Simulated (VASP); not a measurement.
TiTe2:

```
Ti Te
1.0
     3.77700    0.00000    0.00000
    -1.88850    3.27098    0.00000
     0.00000    0.00000    6.49800
Ti Te
1 2
Direct
  0.00000 0.00000 0.00000
  0.66667 0.33333 0.26280
  0.33333 0.66667 0.73720
```

| Quantity | Value |
| --- | --- |
| Program | VASP 6.6.1 |
| Task | relaxation of cell and atoms |
| Functional | PBE |
| Dispersion | D3(BJ) |
| Potentials or basis | VASP PAW PBE potentials, release 64 (Ti_sv, Te) |
| Cutoff | 600 eV |
| k mesh | 12 × 12 × 6 |
| Occupations | methfessel-paxton, width 0.1 eV |
| Spin | no spin polarisation |

At the start: pressure -2.1 GPa; volume 26.76 Å³/atom.

Question: How do energy, volume and symmetry change on relaxing?

Answer: Over 9 steps the energy falls by 12.1 meV/atom and the volume is 25.14 Å³/atom (-6.0 %); space group P-3m1 (No. 164, to 0.05 Å).

The path:
```tsv
step	energy change (eV)	largest force (eV/Å)	pressure (GPa)	volume (Å³)
1	0.0000	0.0447	-2.05	80.28
2	-0.0162	0.4485	1.15	76.36
3	-0.0195	0.3277	0.16	77.47
4	-0.0287	0.2023	0.06	76.86
5	-0.0320	0.0649	-0.02	76.22
6	-0.0340	0.0396	-0.08	76.08
7	-0.0362	0.0333	-0.26	75.69
8	-0.0352	0.0644	0.55	74.81
9	-0.0364	0.0051	-0.02	75.43
```

Final structure:
```
CELL_PARAMETERS angstrom
3.69849 0.00000 0.00000
-1.84925 3.20299 0.00000
0.00000 0.00000 6.36744
ATOMIC_POSITIONS crystal
Ti 0.00000 0.00000 0.00000
Te 0.66667 0.33333 0.27172
Te 0.33333 0.66667 0.72828
```
